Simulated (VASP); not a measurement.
Method: PBE GGA, VASP's PBE PAW potentials (set 64) (plane waves; VASP).

Gaps are without spin-orbit coupling.

Order these relaxed crystals by band gap, smallest first: Be2C, Fm-3m (225); SnO, P4/nmm (129); RbBr, Fm-3m (225); NaF, Fm-3m (225).

SnO, P4/nmm (129) (0.46 eV), Be2C, Fm-3m (225) (1.16 eV), RbBr, Fm-3m (225) (4.18 eV), NaF, Fm-3m (225) (6.10 eV)
